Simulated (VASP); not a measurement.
Data:

```
CELL_PARAMETERS angstrom
      3.39433     0.00000     0.00000
      0.00000     3.39433     0.00000
      0.00000     0.00000     3.39433
ATOMIC_POSITIONS crystal
  Si 0.00000 0.00000 0.00000
  Ni 0.00000 0.50000 0.50000
  Ni 0.50000 0.00000 0.50000
  Ni 0.50000 0.50000 0.00000
```

Computed with LDA (Ceperley-Alder, Perdew-Zunger), VASP's LDA PAW potentials (set 64) (plane waves; VASP). Run with 520 eV cut-off, 9×9×9 Γ-centred mesh, first-order Methfessel-Paxton smearing of 0.10 eV, potentials Si Ni.

### Question
Give the stress tensor in GPa (positive for a compressed cell).

### Answer

```
8.36  0.00  0.00
0.00  8.36  0.00
0.00  0.00  8.36
```
The pressure is its mean diagonal, 8.36 GPa.

The compound is Ni3Si in the L1_2 structure. This cell is one point of a volume scan, at 0.97 of the reference volume. The run is not spin-polarised, so no magnetic state was tried.
